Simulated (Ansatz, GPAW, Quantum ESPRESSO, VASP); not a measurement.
# Code comparison for Nb3Au2 (I4/mmm, 5 atoms in the cell)

Self-consistent single point.

```yaml
crystal:
  lattice:
    - [-1.70781, 1.70781, 7.66090]
    - [1.70781, -1.70781, 7.66090]
    - [1.70781, 1.70781, -7.66090]
  atoms:
    - { symbol: Nb, position: [0.00000, 0.00000, 0.00000] }
    - { symbol: Nb, position: [0.39924, 0.39924, 0.00000] }
    - { symbol: Nb, position: [0.60076, 0.60076, 0.00000] }
    - { symbol: Au, position: [0.19977, 0.19977, 0.00000] }
    - { symbol: Au, position: [0.80023, 0.80023, 0.00000] }
```

All programs got the same cell, k-point mesh and kind of occupations (in Ansatz's words: kpoints.mp_grid.grid = 7 7 7; scf.occupations.method = gaussian; scf.occupations.width = 0.2 eV); potentials, basis and cutoffs are each program's usual ones.

| code | model | pressure (GPa) | largest force (eV/Å) | cutoff |
|---|---|---|---|---|
| Quantum ESPRESSO | PBEsol, GBRV 1.5 ultrasoft (PBESOL) pseudopotentials | -6.76 | 0.106 | 40 Ry |
| Ansatz | PBEsol, default PAW files made with PBE | -6.39 | 0.099 | 420 eV |
| VASP | PBEsol, VASP's PBE PAW potentials (set 64) | -7.60 | 0.075 | 300 eV |
| GPAW | PBEsol, GPAW PAW datasets PBEsol (made by gpaw-setup) | -6.09 | 0.172 | 550 eV |

Size of the force on each atom (eV/Å): Sizes of forces hide their directions.

```tsv
code	Nb1	Nb2	Nb3	Au4	Au5
Quantum ESPRESSO	0.000	0.106	0.106	0.064	0.064
Ansatz	0.000	0.099	0.099	0.069	0.069
VASP	0.000	0.075	0.075	0.074	0.074
GPAW	0.000	0.172	0.172	0.159	0.159
```

The spread over the programs that give each value: pressure within 1.51 GPa; largest force within 0.097 eV/Å.

The starting cell comes from a database of computed structures (which also holds hypothetical and non-ambient phases and stackings), without a prior relaxation at this level. On Ansatz's run: Spin-orbit coupling is off. Spin polarisation is off. In the base run, with a pressure of about -6 GPa the cell is away from its equilibrium volume at this level.

Q: Why do the programs differ, and what cannot be compared?

A: Differences of this kind can come from the potentials, where these differ, and from what each basis and cutoff leave unconverged. The valence holds different numbers of electrons (Quantum ESPRESSO 61, Ansatz (a first-principles code) 77, VASP 61, GPAW 61). The zero of total energies and Fermi levels follows the potentials and each program's conventions, so they are not compared here. Ansatz's pressure is given at a fixed set of plane waves, as the other plane-wave codes print theirs; with its correction for the finite basis it is -6.36 GPa. In the pressure, VASP (by 1.02) lies more than 1 GPa from the median of the plane-wave programs. In the force vectors, GPAW (by 0.087) lies more than 0.08 eV/Å from the median of the plane-wave programs.

VASP's run is marked for a possible Pulay error in its stress at this cutoff; no cutoff test was made.

Left out of this page: ABINIT (stopped by limits of time or memory); Elk, FLEUR and SIESTA (not drawn, or without a comparable value).

Keys are those of Ansatz 0.2.
